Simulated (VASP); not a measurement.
Write the native input for VASP 6.6.1 that does the following.

```
Task                   : relaxation of cell and atoms
Functional             : PBE
Potentials or basis    : VASP PAW PBE potentials, release 64 (Lu, Al, N)
Cutoff                 : 520 eV
k mesh                 : 2 × 3 × 3
Occupations            : gaussian, width 0.15 eV
Spin                   : no spin polarisation
Further INCAR settings : PREC = Normal; LREAL = Auto; ALGO = Fast; EDIFF = 0.0001; IBRION = 2; EDIFFG = -0.08; NSW = 24; ISIF = 3
```

The structure of LuAl3N4 lies in POSCAR:

```
LuAl3N4
1.0
    6.7000000000      0.0000000000      0.0000000000
    0.0000000000      5.8500000000      0.0000000000
    0.0000000000      0.0000000000      5.4000000000
Lu Al N
2 6 8
Direct
    0.0000000000      0.8330000000      0.0000000000
    0.5000000000      0.1670000000      0.5000000000
    0.0000000000      0.1670000000      0.5000000000
    0.5000000000      0.8330000000      0.0000000000
    0.2500000000      0.6670000000      0.5000000000
    0.7500000000      0.6670000000      0.5000000000
    0.7500000000      0.3330000000      0.0000000000
    0.2500000000      0.3330000000      0.0000000000
    0.0000000000      0.1600000000      0.8650000000
    0.5000000000      0.8400000000      0.3650000000
    0.2450000000      0.6600000000      0.8650000000
    0.7550000000      0.6600000000      0.8650000000
    0.0000000000      0.8200000000      0.3900000000
    0.7450000000      0.3400000000      0.3650000000
    0.2550000000      0.3400000000      0.3650000000
    0.5000000000      0.1800000000      0.8900000000
```

The cell was built by a generator and needn't be a form met in nature.

These files were run (other wordings do the same):

INCAR

```
PREC     = Normal         # precision mode
ENCUT    = 520            # plane-wave cutoff, eV
EDIFF    = 1E-4           # SCF threshold, eV
ISMEAR   = 0              # smearing method
SIGMA    = 0.15           # smearing width, eV
LREAL    = Auto         
LASPH    = T              # aspherical terms in the spheres
NELM     = 60             # most SCF steps
ALGO     = Fast           # electronic algorithm
ISIF     = 3              # what is computed and relaxed
LWAVE    = F              # write WAVECAR
LCHARG   = F              # write CHGCAR
GGA      = PE             # functional
IBRION   = 2              # ionic algorithm
NSW      = 24             # ionic steps
EDIFFG   = -0.08          # ionic threshold
```

KPOINTS

```
Automatic mesh
0
Gamma
  2 3 3
```

Potentials or basis: VASP PAW PBE potentials, release 64 (Lu, Al, N).

Command:

```bash
$ cat potpaw_PBE.64/Lu/POTCAR potpaw_PBE.64/Al/POTCAR potpaw_PBE.64/N/POTCAR > POTCAR
$ mpirun -np 4 vasp_std > vasp.out
```

Results of the run:

```yaml
Relaxed_volume: 11.98 Å³/atom
Relaxed_cell: a = 6.586 Å, b = 5.655 Å, c = 5.146 Å, α = 90.00°, β = 90.00°, γ = 90.00°
Space_group_after_relaxing_to_0.05_Å: Pmn2_1 (No. 31)
Energy_gained_by_relaxing: 242.9 meV/atom
Ionic_steps: 17
Pressure_after_relaxing: 0.7 GPa
Largest_force_after_relaxing: 0.044 eV/Å
Band_gap_on_the_k_mesh: 3.24 eV, indirect (least direct gap 3.26 eV)
```

Caveat: the k mesh is coarse (spacing up to 0.47 Å⁻¹), so the values aren't converged; spin-orbit coupling is left out, which moves the levels of the heavy elements; an odd mesh through Γ misses points on the zone boundary, where band edges often lie; the relaxation stopped at a loose force limit of 0.08 eV/Å, so its end isn't a converged minimum.

Run time: 3.4 min on 4 MPI ranks on Intel(R) Xeon(R) 6975P-C (Granite Rapids) (shared host), peak memory 0.16 GiB a rank.
